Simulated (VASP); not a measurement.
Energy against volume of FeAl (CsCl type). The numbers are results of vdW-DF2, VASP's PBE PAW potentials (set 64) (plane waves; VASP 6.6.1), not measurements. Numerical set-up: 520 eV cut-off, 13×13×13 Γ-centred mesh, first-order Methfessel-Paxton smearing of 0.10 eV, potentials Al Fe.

```tsv
V (Å³/atom)	E (eV/atom)
11.899	-3.65884
12.267	-3.66496
12.635	-3.65983
13.003	-3.64514
```

Q: Fit these four points and predict the energy of the run at 11.531 Å³/atom.

A: A cubic in V^(−2/3), the third-order Birch-Murnaghan form, passes through the four points with V0 = 12.27 Å³/atom and B0 = 163 GPa, and gives -3.6395 eV/atom there. The run gave -3.6395 eV/atom, -0.1 meV/atom from the fit; all five points give B0 = 162 GPa.

The compound is FeAl in the CsCl type structure. It was relaxed first. The run is not spin-polarised, so no magnetic state was tried.
